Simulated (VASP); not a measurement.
Method: PBE GGA, VASP's PBE PAW potentials (set 64) (plane waves; VASP).

VASP input:

### POSCAR
```
ZnCu2SnS4
1
   -2.7343424253     2.7343424701     5.4633148162
    2.7343424253    -2.7343424701     5.4633148162
    2.7343424701     2.7343424253    -5.4633148162
Cu Zn Sn S
2 1 1 4
Direct
  0.0000000000   1.0000000000   0.0000000000
  0.7500000000   0.2500000000   0.5000000000
  0.2500000000   0.7500000000   0.5000000000
  0.5000000000   0.5000000000   0.0000000000
  0.6362973362   0.6287920511   0.5238112557
  0.1049807954   0.1124860805   0.4761887443
  0.3712079489   0.8950192046   0.0075052851
  0.8875139195   0.3637026638   0.9924947149
```

KPOINTS:
```
K-points
0
Gamma
5 5 5
0 0 0
```

### INCAR
```
SYSTEM = ZnCu2SnS4
PREC = Accurate; ENCUT = 400; LREAL = F
LASPH = T
EDIFF = 1E-6; NELM = 100; ALGO = Normal
LMAXMIX = 4
ISMEAR = 0; SIGMA = 0.05
GGA = PE
LWAVE = F; LCHARG = T
```

POTCAR, in this order: Cu Zn Sn_d S (PBE.64 set). Program: vasp_std.

What VASP printed:

File OSZICAR:
```
       N       E                     dE             d eps       ncg     rms          rms(c)
DAV:   1     0.666286757037E+03    0.66629E+03   -0.27903E+04  1814   0.178E+03
DAV:   2     0.788886215436E+02   -0.58740E+03   -0.57264E+03  1806   0.463E+02
DAV:   3    -0.271125863877E+02   -0.10600E+03   -0.10379E+03  2376   0.199E+02
DAV:   4    -0.347585121249E+02   -0.76459E+01   -0.75485E+01  2468   0.546E+01
DAV:   5    -0.351011028116E+02   -0.34259E+00   -0.34187E+00  2756   0.119E+01    0.173E+01
DAV:   6    -0.349427548519E+02    0.15835E+00   -0.43360E+01  2825   0.104E+02    0.131E+01
DAV:   7    -0.324272702651E+02    0.25155E+01   -0.11601E+01  2404   0.877E+01    0.817E+00
DAV:   8    -0.327669723221E+02   -0.33970E+00   -0.56100E+00  2868   0.278E+01    0.448E+00
DAV:   9    -0.326101586061E+02    0.15681E+00   -0.20126E+00  2532   0.244E+01    0.110E+00
DAV:  10    -0.325931795645E+02    0.16979E-01   -0.16710E-01  2604   0.819E+00    0.248E-01
DAV:  11    -0.325955516381E+02   -0.23721E-02   -0.21772E-02  2948   0.183E+00    0.222E-01
DAV:  12    -0.325957697329E+02   -0.21809E-03   -0.25968E-03  2868   0.138E+00    0.875E-02
DAV:  13    -0.325958895457E+02   -0.11981E-03   -0.81716E-04  2812   0.387E-01    0.674E-02
DAV:  14    -0.325958237077E+02    0.65838E-04   -0.40318E-04  2780   0.404E-01    0.317E-02
DAV:  15    -0.325958384437E+02   -0.14736E-04   -0.91934E-05  2628   0.110E-01    0.113E-02
DAV:  16    -0.325958407539E+02   -0.23102E-05   -0.82295E-06  2420   0.296E-02    0.522E-03
DAV:  17    -0.325958411411E+02   -0.38724E-06   -0.36080E-06  1636   0.344E-02
   1 F= -.32595841E+02 E0= -.32595721E+02  d E =-.240211E-03
```

**OUTCAR**
```
------------------------ aborting loop because EDIFF is reached ----------------------------------------
  FORCE on cell =-STRESS in cart. coord.  units (eV):
  Direction    XX          YY          ZZ          XY          YZ          ZX
  --------------------------------------------------------------------------------------
  Total       -0.0288912     -0.0288912     -0.0056418      0.0000001      0.0000000     -0.0000000
  in kB       -0.2833050     -0.2833050     -0.0553228      0.0000010      0.0000000     -0.0000000
  external PRESSURE =      -0.2073110 kB  Pullay stress =       0.0000000 kB
  volume of cell :      163.39
      direct lattice vectors                 reciprocal lattice vectors
    -2.734342425  2.734342470  5.463314816     0.000000001  0.182859320  0.091519529
     2.734342425 -2.734342470  5.463314816     0.182859320 -0.000000001  0.091519529
     2.734342470  2.734342425 -5.463314816     0.182859321  0.182859318  0.000000000
 POSITION                                       TOTAL-FORCE (eV/Angst)
 -----------------------------------------------------------------------------------
      0.00000      0.00000      0.00000        -0.000000      0.000000     -0.000000
      0.00000      2.73434      2.73166        -0.000000     -0.000000     -0.000000
      2.73434     -0.00000      2.73166        -0.000000      0.000000     -0.000000
      0.00000      0.00000      5.46331        -0.000000     -0.000000     -0.000000
      1.41176      1.45280      4.04984        -0.007353      0.001189      0.010990
      1.32259      1.28154     -1.41348         0.007353     -0.001189      0.010990
      1.45280     -1.41176      6.87679         0.001189      0.007353     -0.010990
      1.28154      4.14610      1.41348        -0.001189     -0.007353     -0.010990
 -----------------------------------------------------------------------------------
    total drift:                                0.000023      0.000023      0.000026
  FREE ENERGIE OF THE ION-ELECTRON SYSTEM (eV)
  ---------------------------------------------------
  free  energy   TOTEN  =       -32.5958411411 eV

  energy  without entropy=      -32.5956009299  energy(sigma->0) =      -32.59572104
```
(Selected blocks of OUTCAR.)

**OUTCAR**
```
 val. band max:        4.6954033198   @ k =   0.0000   0.0000   0.0000

 cond. band min:       4.7763560016   @ k =   0.0000   0.0000   0.0000


 Fermi energy:         4.7361516952

 k-point     1 :       0.0000    0.0000    0.0000
  band No.  band energies     occupation
      1     -17.5594      2.00000
      2     -17.5556      2.00000
      3     -17.5556      2.00000
      4     -17.4884      2.00000
      5     -17.4836      2.00000
      6      -9.6903      2.00000
      7      -8.2656      2.00000
      8      -8.2519      2.00000
      9      -8.2519      2.00000
     10      -3.2576      2.00000
     11      -2.3930      2.00000
     12      -2.3265      2.00000
     13      -2.3261      2.00000
     14      -2.3261      2.00000
     15      -2.2244      2.00000
     16      -0.9242      2.00000
     17      -0.3309      2.00000
     18      -0.1595      2.00000
     19       0.3324      2.00000
     20       0.3399      2.00000
     21       0.3399      2.00000
     22       0.9674      2.00000
     23       0.9674      2.00000
     24       1.4364      2.00000
     25       1.4364      2.00000
     26       1.4654      2.00000
     27       2.5772      2.00000
     28       2.6700      2.00000
     29       2.8519      2.00000
     30       3.0891      2.00000
     31       3.1119      2.00000
     32       3.1119      2.00000
     33       3.2766      2.00000
     34       4.6319      1.99681
     35       4.6319      1.99681
     36       4.6954      1.75090
     37       4.7764      0.25548
     38       6.6631      0.00000
     39       7.3839      0.00000
     40       8.3406      0.00000
     41       8.3406      0.00000
     42       9.5282      0.00000
     43       9.6990      0.00000

 k-point     2 :       0.2000    0.0000    0.0000
  band No.  band energies     occupation
      1     -17.5595      2.00000
      2     -17.5557      2.00000
      3     -17.5556      2.00000
      4     -17.4882      2.00000
      5     -17.4835      2.00000
...
```

Unless said otherwise, spin-orbit coupling is left out, though it shifts the bands of the heavy elements here.

The structure was generated: ZnCu2SnS4 was put into the kesterite type (I-4), a phase also known from measurement. It was relaxed first.
